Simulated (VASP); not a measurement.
SiB:

```
Si B
1.0
     3.31991    0.00000    0.00000
    -1.65996    2.87513    0.00000
     0.00000    0.00000    5.47500
Si B
2 2
Direct
  0.66667 0.33333 0.50119
  0.33333 0.66667 0.00119
  0.66667 0.33333 0.87379
  0.33333 0.66667 0.37379
```

The cell was built by a generator and needn't be a form met in nature.

```yaml
Program: VASP 6.6.1
Task: relaxation of cell and atoms
Functional: PBE
Potentials_or_basis: VASP PAW PBE potentials, release 64 (Si, B)
Cutoff: 520 eV
k_mesh: 12 × 12 × 6
Occupations: gaussian, width 0.1 eV
Spin: no spin polarisation
```

At the start: pressure -0.0 GPa; volume 13.06 Å³/atom.

Q: How do energy, volume and symmetry change on relaxing?

A: Over 21 steps the energy falls by 31.4 meV/atom and the volume is 12.80 Å³/atom (-2.0 %); space group P6_3mc (No. 186, to 0.05 Å).

Step by step:
| step | energy change (eV) | largest force (eV/Å) | pressure (GPa) | volume (Å³) |
| --- | --- | --- | --- | --- |
| 1 | 0.0000 | 0.1934 | -0.01 | 52.26 |
| 2 | -0.0061 | 0.1012 | 0.00 | 52.26 |
| 3 | -0.0097 | 0.0460 | 0.06 | 52.25 |
| 4 | -0.0113 | 0.0502 | 0.05 | 52.25 |
| 5 | -0.0163 | 0.0708 | 0.02 | 52.25 |
| 6 | -0.0273 | 0.1554 | -0.04 | 52.25 |
| 7 | -0.0398 | 0.4639 | -0.16 | 52.25 |
| 8 | -0.0446 | 0.4713 | -0.22 | 52.25 |
| 9 | -0.0570 | 0.4935 | -0.42 | 52.24 |
| 10 | -0.0764 | 0.5241 | -0.85 | 52.22 |
| 11 | -0.0712 | 0.9076 | -2.02 | 52.13 |
| 12 | -0.0827 | 0.7187 | -1.37 | 52.18 |
| 13 | -0.0980 | 0.5516 | -1.42 | 52.10 |
| 14 | -0.1218 | 0.0714 | -1.44 | 51.86 |
| 15 | -0.1227 | 0.0351 | -1.41 | 51.80 |
| 16 | -0.1238 | 0.0350 | -1.05 | 51.66 |
| 17 | -0.1252 | 0.0352 | -0.20 | 51.31 |
| 18 | -0.1253 | 0.0352 | 0.03 | 51.23 |
| 19 | -0.1254 | 0.0236 | 0.02 | 51.22 |
| 20 | -0.1255 | 0.0108 | 0.02 | 51.21 |
| 21 | -0.1255 | 0.0021 | -0.02 | 51.21 |

Final structure:
```
Si B
1.0
     3.18204    0.00000    0.00000
    -1.59102    2.75573    0.00000
     0.00000    0.00000    5.84021
Si B
2 2
Direct
  0.66667 0.33333 0.51748
  0.33333 0.66667 0.01748
  0.66667 0.33333 0.85750
  0.33333 0.66667 0.35750
```
